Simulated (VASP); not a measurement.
Output of a VASP run:

File OSZICAR:
```
...
DAV:   6     0.582845137191E+02   -0.92234E+01   -0.27768E+01  2024   0.469E+02    0.170E+01
DAV:   7     0.589005900367E+02    0.61608E+00   -0.26230E+00  3872   0.568E+01    0.249E+00
DAV:   8     0.585480438930E+02   -0.35255E+00   -0.62214E-01  2623   0.110E+01    0.176E+00
DAV:   9     0.591502808052E+02    0.60224E+00   -0.16363E+02  1976   0.333E+03    0.641E-01
DAV:  10     0.591464459033E+02   -0.38349E-02   -0.35591E-02  3857   0.575E+00    0.269E-01
DAV:  11     0.585371520511E+02   -0.60929E+00   -0.49801E-01  2176   0.917E+00    0.102E-01
DAV:  12     0.585362982760E+02   -0.85378E-03   -0.26674E-03  3307   0.884E-01    0.422E-02
DAV:  13     0.591808958331E+02    0.64460E+00   -0.18142E+02  1976   0.382E+03    0.122E-01
DAV:  14     0.585367616834E+02   -0.64413E+00   -0.49605E-01  2381   0.901E+00    0.110E-01
DAV:  15     0.585361487319E+02   -0.61295E-03   -0.27681E-03  3166   0.751E-01    0.638E-02
DAV:  16     0.585361244253E+02   -0.24307E-04   -0.53193E-05  3280   0.173E-01    0.418E-02
DAV:  17     0.585361209613E+02   -0.34640E-05   -0.64714E-06  3305   0.422E-02    0.946E-03
DAV:  18     0.585361049819E+02   -0.15979E-04   -0.40250E-06  3249   0.338E-02    0.307E-03
DAV:  19     0.585361045217E+02   -0.46020E-06   -0.34341E-07  2730   0.622E-03    0.645E-03
DAV:  20     0.585361065729E+02    0.20512E-05   -0.49752E-07  2628   0.962E-03    0.644E-03
DAV:  21     0.585361043551E+02   -0.22179E-05   -0.45986E-07  2504   0.892E-03    0.258E-03
DAV:  22     0.585361042224E+02   -0.13262E-06   -0.10049E-07  1953   0.548E-03    0.378E-03
DAV:  23     0.585361039589E+02   -0.26358E-06   -0.21728E-08  1538   0.623E-03    0.348E-03
DAV:  24     0.585361040022E+02    0.43304E-07   -0.16276E-08  1543   0.244E-03
   1 F= 0.58536104E+02 E0= 0.58536900E+02  d E =0.585361E+02
       N       E                     dE             d eps       ncg     rms          rms(c)
DAV:   1     0.585351359238E+02   -0.96804E-03   -0.37348E-02  3016   0.234E+00    0.140E-01
DAV:   2     0.585356122273E+02    0.47630E-03   -0.91046E-04  3319   0.441E-01    0.759E-02
DAV:   3     0.585357637954E+02    0.15157E-03   -0.27915E-04  3412   0.163E-01    0.483E-02
DAV:   4     0.585357963179E+02    0.32523E-04   -0.46100E-05  3383   0.794E-02    0.853E-03
DAV:   5     0.585357726979E+02   -0.23620E-04   -0.30004E-05  3127   0.603E-02    0.107E-02
DAV:   6     0.585357684470E+02   -0.42509E-05   -0.20525E-06  3056   0.183E-02    0.219E-03
DAV:   7     0.585357688402E+02    0.39318E-06   -0.20457E-07  2268   0.510E-03    0.323E-03
DAV:   8     0.585357684029E+02   -0.43734E-06   -0.22638E-07  2153   0.623E-03    0.175E-04
DAV:   9     0.585357683156E+02   -0.87301E-07   -0.12132E-08  1393   0.282E-03
   2 F= 0.58535768E+02 E0= 0.58536493E+02  d E =-.335687E-03
       N       E                     dE             d eps       ncg     rms          rms(c)
DAV:   1     0.585354903729E+02   -0.27803E-03   -0.12882E-02  3001   0.137E+00    0.822E-02
DAV:   2     0.585356551981E+02    0.16483E-03   -0.31380E-04  3314   0.259E-01    0.446E-02
DAV:   3     0.585357088185E+02    0.53620E-04   -0.98774E-05  3415   0.966E-02    0.284E-02
DAV:   4     0.585357210505E+02    0.12232E-04   -0.16480E-05  3375   0.474E-02    0.471E-03
DAV:   5     0.585357121001E+02   -0.89503E-05   -0.11292E-05  3091   0.362E-02    0.649E-03
DAV:   6     0.585357108622E+02   -0.12379E-05   -0.65523E-07  2962   0.107E-02    0.196E-03
DAV:   7     0.585357108914E+02    0.29139E-07   -0.28272E-08  1378   0.299E-03
   3 F= 0.58535711E+02 E0= 0.58536394E+02  d E =-.393111E-03
```

**OUTCAR**
```
------------------------ aborting loop because EDIFF is reached ----------------------------------------
  FORCE on cell =-STRESS in cart. coord.  units (eV):
  Direction    XX          YY          ZZ          XY          YZ          ZX
  --------------------------------------------------------------------------------------
  Total       -0.8750540     -0.8750538     -0.8729750      0.0000000      0.0000000      0.0000000
  in kB      -22.4255090    -22.4255031    -22.3722293      0.0000000      0.0000000      0.0000000
  external PRESSURE =     -22.4077471 kB  Pullay stress =       0.0000000 kB
  volume of cell :       62.52
      direct lattice vectors                 reciprocal lattice vectors
     1.797731327 -3.113761593 -0.000000000     0.278128323 -0.160577483  0.000000000
     1.797731327  3.113761593  0.000000000     0.278128323  0.160577483 -0.000000000
     0.000000000  0.000000000  5.584225954     0.000000000 -0.000000000  0.179075848
 POSITION                                       TOTAL-FORCE (eV/Angst)
 -----------------------------------------------------------------------------------
      1.79773      1.03792      1.39606        -0.000000     -0.000000      0.000000
      1.79773     -1.03792      4.18817         0.000000      0.000000      0.000000
 -----------------------------------------------------------------------------------
    total drift:                               -0.000003      0.000091     -0.000011
  FREE ENERGIE OF THE ION-ELECTRON SYSTEM (eV)
  ---------------------------------------------------
  free  energy   TOTEN  =        58.5357108914 eV

  energy  without entropy=       58.5377596650  energy(sigma->0) =       58.53639382

 reached required accuracy - stopping structural energy minimisation
```
(Selected blocks of OUTCAR.)

### POSCAR
```
Er
1
    1.8017067072    -3.1206471211     0.0000000000
    1.8017067072     3.1206471211     0.0000000000
    0.0000000000     0.0000000000     5.5596105401
Er
2
Direct
  0.3333330000   0.6666670000   0.2500000000
  0.6666670000   0.3333330000   0.7500000000
```

Question: Reconstruct the remaining input files.

Answer: One answer among several that fit: the input of the run itself, revTPSS meta-GGA, plane waves, VASP's PBE PAW potentials (set 64).

File KPOINTS:
```
K-points
0
Gamma
 12 12 7
0 0 0
```

**INCAR**
```
# general
SYSTEM =Er
PREC   =Accurate
ENCUT  =520
LREAL  =F
LASPH  =T

# electronic loop
EDIFF  =1E-7
NELM   =100
ALGO   =Normal
LMAXMIX=6
LMIXTAU=T

# smearing
ISMEAR =1
SIGMA  =0.1

# functional
METAGGA=RTPSS

# ions
IBRION =2
NSW    =30
ISIF   =4
EDIFFG =-0.01

# output
LWAVE  =F
LCHARG =F
```

POTCAR, in this order: Er_3 (PBE.64 set). Program: vasp_std.

The 4f electrons are frozen in the core of the lanthanide potential, so 4f levels, which can set the real gap, and their magnetism are missing.

The compound is Er in the hcp structure. This cell is one point of a volume scan, at 1.06 of the reference volume. Symmetry was kept, so distortions that lower it aren't found.
